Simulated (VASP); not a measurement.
# In3SbO4 (I422) in VASP: further runs

One crystal, In3SbO4, is run at these levels: PBE; tasks: relaxation of cell and atoms.

Everything below comes from runs of VASP 6.6.1. Logs are shortened: lines on timing, memory, paths and dates and some standing lists are left out, and cuts for length are marked.

**1. The structure**

Symmetry: I422, No. 97, tetragonal system. Conventional cell: a = 7.131 Å, b = 7.131 Å, c = 6.001 Å, α = 90.00°, β = 90.00°, γ = 90.00°. Around In (site symmetry 222) lie 4 O at 2.29 Å. Around In (site symmetry 422) lie 2 Sb at 3.00 Å and 8 O at 3.04 Å. Around Sb (site symmetry 422) lie 2 In at 3.00 Å and 8 O at 3.04 Å. Around O (site symmetry 2) lie 2 In at 2.29 Å.

The cell was built by a generator and needn't be a form met in nature.

**2. Relaxation of cell and atoms, PBE**

File INCAR:

```
ALGO = Fast
EDIFF = 1E-4
EDIFFG = -0.08
ENCUT = 520
GGA = PE
IBRION = 2
ISIF = 3
ISMEAR = 0
LASPH = True
LCHARG = False
LREAL = False
LWAVE = False
NELM = 60
NSW = 24
PREC = Normal
SIGMA = 0.15
```

File KPOINTS:

```
k-points
0
Gamma
  3 3 3
```

File POSCAR:

```
In3SbO4
1.0
   -3.5655006500      3.5655006500      3.0005699800
    3.5655006500     -3.5655006500      3.0005699800
    3.5655006500      3.5655006500     -3.0005699800
In Sb O
3 1 4
Direct
    0.5000000000      0.0000000000      0.5000000000
    0.0000000000      0.5000000000      0.5000000000
    0.5000000000      0.5000000000      0.0000000000
    0.0000000000      0.0000000000      0.0000000000
    0.9212659900      0.4212659900      0.8425319800
    0.5787340100      0.0787340100      0.1574680200
    0.0787340100      0.9212659900      0.5000000000
    0.4212659900      0.5787340100      0.5000000000
```

Potentials or basis: VASP PAW PBE potentials, release 64 (In_d, Sb, O).

Started as:

```console
cat potpaw_PBE.64/In_d/POTCAR potpaw_PBE.64/Sb/POTCAR potpaw_PBE.64/O/POTCAR > POTCAR
mpirun -np 1 vasp_std > vasp.out
```

OUTCAR:

```text
EDIFF = 1E-4
   EDIFFG = -0.08
   ENCUT = 520
   GGA = PE
   IBRION = 2
   ISIF = 3
   ISMEAR = 0
   LASPH = True
   LREAL = False
   NELM = 60
   NSW = 24
   PREC = Normal

 ion  position               nearest neighbor table
   1  0.500  0.000  0.500-   6 2.29   5 2.29   7 2.29   8 2.29   2 3.00   2 3.00   4 3.57   3 3.57
                             4 3.57   3 3.57
   2  0.000  0.500  0.500-   5 2.29   6 2.29   7 2.29   8 2.29   1 3.00   1 3.00   4 3.57   4 3.57
                             3 3.57   3 3.57
   3  0.500  0.500  0.000-   4 3.00   4 3.00   1 3.57   1 3.57   2 3.57   2 3.57
   4  0.000  0.000  0.000-   3 3.00   3 3.00   1 3.57   2 3.57   1 3.57   2 3.57
   5  0.921  0.421  0.843-   2 2.29   1 2.29
   6  0.579  0.079  0.157-   1 2.29   2 2.29
   7  0.079  0.921  0.500-   1 2.29   2 2.29
   8  0.421  0.579  0.500-   1 2.29   2 2.29

  LATTYP: Found a body centered tetragonal cell.
 ALAT       =     7.1310013000
 C/A-ratio  =     0.8415564249

  Lattice vectors:

 A1 = (  -3.5655006500,   3.5655006500,   3.0005699800)
 A2 = (   3.5655006500,  -3.5655006500,   3.0005699800)
 A3 = (   3.5655006500,   3.5655006500,  -3.0005699800)

Analysis of symmetry for initial positions (statically):
=====================================================================
 Subroutine PRICEL returns:
 Original cell was already a primitive cell.

 Routine SETGRP: Setting up the symmetry group for a
 body centered tetragonal supercell.

 Subroutine GETGRP returns: Found  8 space group operations
 (whereof  8 operations were pure point group operations)
 out of a pool of 16 trial point group operations.

The static configuration has the point symmetry D_4 .

Analysis of symmetry for dynamics (positions and initial velocities):
=====================================================================
 Subroutine PRICEL returns:
 Original cell was already a primitive cell.

 Routine SETGRP: Setting up the symmetry group for a
 body centered tetragonal supercell.

 Subroutine GETGRP returns: Found  8 space group operations
 (whereof  8 operations were pure point group operations)
 out of a pool of 16 trial point group operations.

The dynamic configuration has the point symmetry D_4 .

 Subroutine INISYM returns: Found  8 space group operations
 (whereof  8 operations are pure point group operations),
 and found     1 'primitive' translations

----------------------------------------------------------------------------------------

                                     Primitive cell

  volume of cell :     152.5825

  direct lattice vectors                    reciprocal lattice vectors
    -3.565500650  3.565500650  3.000569980     0.000000000  0.140232761  0.166635007
     3.565500650 -3.565500650  3.000569980     0.140232761  0.000000000  0.166635007
     3.565500650  3.565500650 -3.000569980     0.140232761  0.140232761  0.000000000

  length of vectors
     5.867623878  5.867623878  5.867623878     0.217789928  0.217789928  0.198319072

  position of ions in fractional coordinates (direct lattice)
     0.500000000  0.000000000  0.500000000
     0.000000000  0.500000000  0.500000000
     0.500000000  0.500000000  0.000000000
     0.000000000  0.000000000  0.000000000
     0.921265990  0.421265990  0.842531980
     0.578734010  0.078734010  0.157468020
     0.078734010  0.921265990  0.500000000
     0.421265990  0.578734010  0.500000000

  ion indices of the primitive-cell ions
   primitive index   ion index
                 1           1
                 2           2
                 3           3
                 4           4
                 5           5
                 6           6
                 7           7
                 8           8

----------------------------------------------------------------------------------------

 KPOINTS: k-points

Automatic generation of k-mesh.
 Grid dimensions read from file:
 generate k-points for:    3    3    3

 Generating k-lattice:

  Cartesian coordinates                     Fractional coordinates (reciprocal lattice)
     0.000000000  0.046744254  0.055545002     0.333333333 -0.000000000  0.000000000
     0.046744254  0.000000000  0.055545002    -0.000000000  0.333333333  0.000000000
     0.046744254  0.046744254  0.000000000     0.000000000  0.000000000  0.333333333

  Length of vectors
     0.072596643  0.072596643  0.066106357

  Shift w.r.t. Gamma in fractional coordinates (k-lattice)
     0.000000000  0.000000000  0.000000000

 Subroutine IBZKPT returns following result:
 ===========================================

 Found      6 irreducible k-points:

 Following reciprocal coordinates:
            Coordinates               Weight
  0.000000  0.000000  0.000000      1.000000
  0.333333 -0.000000  0.000000      8.000000
  0.333333  0.333333  0.000000      8.000000
 -0.333333  0.333333  0.000000      4.000000
 -0.333333  0.333333  0.333333      4.000000
 -0.333333 -0.333333  0.333333      2.000000
   k-points           NKPTS =      6   k-points in BZ     NKDIM =      6   number of bands    NBANDS=     40
   number of dos      NEDOS =    301   number of ions     NIONS =      8
   total plane-waves  NPLWV =  46656
   dimension x,y,z NGX =    36 NGY =   36 NGZ =   36
   dimension x,y,z NGXF=    72 NGYF=   72 NGZF=   72
   ions per type =               3   1   4
   NGX,Y,Z   is equivalent  to a cutoff of  10.20, 10.20, 10.20 a.u.
   NGXF,Y,Z  is equivalent  to a cutoff of  20.40, 20.40, 20.40 a.u.
 SYSTEM =  unknown system
   PREC   = normal    normal or accurate (medium, high low for compatibility)
   ISTART =      0    job   : 0-new  1-cont  2-samecut
   ICHARG =      2    charge: 1-file 2-atom 10-const
   ISPIN  =      1    spin polarized calculation?
   LNONCOLLINEAR =      F non collinear calculations
   LSORBIT =      F    spin-orbit coupling
   LASPH  =      T    aspherical Exc in radial PAW
   ENCUT  =  520.0 eV  38.22 Ry    6.18 a.u.  10.91 10.91 10.91*2*pi/ulx,y,z
   NELM   =     60;   NELMIN=  2; NELMDL= -5     # of ELM steps
   EDIFF  = 0.1E-03   stopping-criterion for ELM
   LREAL  =      F    real-space projection
   EDIFFG = -.8E-01   stopping-criterion for IOM
   NSW    =     24    number of steps for IOM
   IBRION =      2    ionic relax: 0-MD 1-quasi-New 2-CG
   NFREE  =      1    steps in history (QN), initial steepest desc. (CG)
   ISIF   =      3    stress and relaxation
   ISYM   =      2    0-nonsym 1-usesym 2-fastsym
   POTIM  = 0.5000    time-step for ionic-motion
   TEBEG  =    0.0;   TEEND  =   0.0 temperature during run
   PSTRESS=    0.0 pullay stress
   NELECT =      68.0000    total number of electrons
   NUPDOWN=      -1.0000    fix difference up-down
   EMIN   =  10.00;   EMAX   =-10.00  energy-range for DOS
   EFERMI =   0.00;   METHOD = LEGACY
   ISMEAR =     0;   SIGMA  =   0.15  broadening in eV -4-tet -1-fermi 0-gaus
   EFERMI_NEDOS =   21; number of points for ismear=-14 and -15
   IALGO  =     68    algorithm
   IMIX   =      4    mixing-type and parameters
     AMIX     =   0.40;   BMIX     =  1.00
     AMIX_MAG =   1.60;   BMIX_MAG =  1.00
  volume/ion in A,a.u.               =      19.07       128.71
  Fermi-wavevector in a.u.,A,eV,Ry     =   1.250478  2.363062 21.275380  1.563696
  Thomas-Fermi vector in A             =   2.384471
   LORBIT       =      0    0 simple, 1 ext, 2 COOP (PROOUT), +10 PAW based schemes
   GGA     = PE    functional components
   LHFCALC =     F    Hartree Fock is set to
   AEXX    =    0.0000 exact exchange contribution
   IVDW    =     0    specifies the selected vdW correction
   LEPSILON=     F    determine dielectric tensor
   LRPA    =     F    only Hartree local field effects (RPA)
 conjugate gradient relaxation of ions
 non-spin polarized calculation
 RMM-DIIS sequential band-by-band and
 Gauss-broadening in eV      SIGMA  =   0.15
  energy-cutoff  :      520.00
  volume of cell :      152.58
 maximum number of plane-waves:      4125
   NGX = 21   NGY = 21   NGZ = 21

--------------------------------------- Ionic step        1  -------------------------------------------

 number of electron      67.9999985 magnetization

 Free energy of the ion-electron system (eV)
  ---------------------------------------------------
  ext. energy  EPLUGINS =         0.00000000
  ---------------------------------------------------
  free energy    TOTEN  =       -36.21072106 eV

  energy without entropy =      -36.18799649  energy(sigma->0) =      -36.19935877

 E-fermi :   5.2860     XC(G=0):  -9.8172

 val. band max:        5.2661279301   @ k =   0.0000   0.0000   0.0000
 cond. band min:       5.4191226471   @ k =   0.3333  -0.0000   0.0000
 fundamental gap:      0.1529947170
 Fermi energy:         5.2860042981

 k-point     1 :       0.0000    0.0000    0.0000
  band No.  band energies     occupation
      1     -12.5758      2.00000
      2     -12.3304      2.00000
      3     -12.3304      2.00000
      4     -12.3129      2.00000
      5      -9.6592      2.00000
      6      -9.3787      2.00000
[... 366 lines left out ...]
  FREE ENERGIE OF THE ION-ELECTRON SYSTEM (eV)
  ---------------------------------------------------
  free  energy   TOTEN  =       -37.0658381896 eV

  energy  without entropy=      -37.0464900249  energy(sigma->0) =      -37.05616411

[... ionic steps 4 to 7 ...]

--------------------------------------- Ionic step        8  -------------------------------------------

 number of electron      68.0000048 magnetization

------------------------ aborting loop because EDIFF is reached ----------------------------------------

  FORCE on cell =-STRESS in cart. coord.  units (eV):
  Direction    XX          YY          ZZ          XY          YZ          ZX
  --------------------------------------------------------------------------------------
  -------------------------------------------------------------------------------------
  Total        0.0779349      0.0779349     -0.8161570      0.0000000     -0.0000000      0.0000000
  in kB        0.9031085      0.9031085     -9.4576177      0.0000000     -0.0000000      0.0000000
  external PRESSURE =      -2.5504669 kB  Pullay stress =       0.0000000 kB
[... 69 lines left out ...]
  energy  without entropy=      -37.1584697983  energy(sigma->0) =      -37.17462768

--------------------------------------- Ionic step       10  -------------------------------------------

 number of electron      68.0000042 magnetization

 Free energy of the ion-electron system (eV)
  ---------------------------------------------------
  ext. energy  EPLUGINS =         0.00000000
  ---------------------------------------------------
  free energy    TOTEN  =       -37.19744993 eV

  energy without entropy =      -37.16641929  energy(sigma->0) =      -37.18193461

 E-fermi :   6.3756     XC(G=0): -10.2245

 val. band max:        6.3300722407   @ k =   0.0000   0.0000   0.0000
 cond. band min:       6.4692975170   @ k =   0.3333  -0.0000   0.0000
 fundamental gap:      0.1392252763
 Fermi energy:         6.3756415650

 k-point     1 :       0.0000    0.0000    0.0000
  band No.  band energies     occupation
      1     -12.3747      2.00000
      2     -11.9999      2.00000
      3     -11.9999      2.00000
      4     -11.9319      2.00000
      5      -8.4489      2.00000
      6      -8.3979      2.00000
[... 282 lines left out ...]
  FREE ENERGIE OF THE ION-ELECTRON SYSTEM (eV)
  ---------------------------------------------------
  free  energy   TOTEN  =       -37.1974499287 eV

  energy  without entropy=      -37.1664192867  energy(sigma->0) =      -37.18193461

 reached required accuracy - stopping structural energy minimisation
```

Wall time 3.3 min (1 thread of Intel Xeon Platinum 8259CL at 2.50GHz (Skylake/Cascade Lake), shared host); peak memory 0.23 GiB.

Results:

```
Free energy                            : -37.1974 eV
Relaxed volume                         : 17.37 Å³/atom
Relaxed cell                           : a = 5.674 Å, b = 5.674 Å, c = 5.674 Å, α = 105.97°, β = 105.97°, γ = 116.72°
Space group after relaxing (to 0.05 Å) : I422 (No. 97)
Energy gained by relaxing              : 123.3 meV/atom
Ionic steps                            : 10
Pressure after relaxing                : -0.1 GPa
Largest force after relaxing           : 0.077 eV/Å
Band gap on the k mesh                 : none (metal or under the smearing width)
```

Forces in eV/Å, atoms in the order of the input:
```
In   0.000  0.000  0.000
In   0.000  0.000  0.000
In   0.000  0.000  0.000
Sb   0.000  0.000  0.000
O   -0.054 -0.054  0.000
O    0.054  0.054  0.000
O   -0.054  0.054  0.000
O    0.054 -0.054  0.000
```

Stress tensor (GPa, compression positive):
```
 0.07  0.00  0.00
 0.00  0.07  0.00
 0.00  0.00 -0.30
```

The path:
```tsv
step	energy change (eV)	largest force (eV/Å)	pressure (GPa)	volume (Å³)
1	0.0000	1.7615	-9.77	152.58
2	-0.7062	0.2561	7.37	128.31
3	-0.8551	0.5146	0.83	134.65
4	-0.8549	0.4659	1.56	134.25
5	-0.9471	0.2468	1.10	135.35
6	-0.9710	0.0330	0.85	136.34
7	-0.9712	0.0612	0.84	136.26
8	-0.9798	0.1421	-0.26	138.26
9	-0.9801	0.1515	-0.35	138.49
10	-0.9867	0.0770	-0.05	138.92
```

Final structure:
```
In Sb O
1.0
    -3.41578    3.41578    2.97670
     3.41578   -3.41578    2.97670
     3.41578    3.41578   -2.97670
In Sb O
3 1 4
Cartesian
  0.0000 3.4158 0.0000
  3.4158 0.0000 0.0000
  0.0000 0.0000 2.9767
  0.0000 0.0000 0.0000
  1.0812 4.4970 1.4883
  -1.0812 2.3346 1.4883
  4.4970 -1.0812 1.4883
  2.3346 1.0812 1.4883
```

Levels at points of the mesh, in eV from the Fermi level:
| k point | band 30 | band 31 | band 32 | band 33 | band 34 | band 35 | band 36 | band 37 | band 38 | band 39 |
| --- | --- | --- | --- | --- | --- | --- | --- | --- | --- | --- |
| (0.00, 0.00, 0.00) | -3.03 | -2.67 | -2.52 | -2.52 | -0.05 | 1.04 | 1.09 | 1.09 | 3.15 | 3.71 |

Caveat: the k mesh is coarse (spacing up to 0.46 Å⁻¹), so the values aren't converged; the relaxation stopped at a loose force limit of 0.08 eV/Å, so its end isn't a converged minimum.

[end of part 1 of 2]
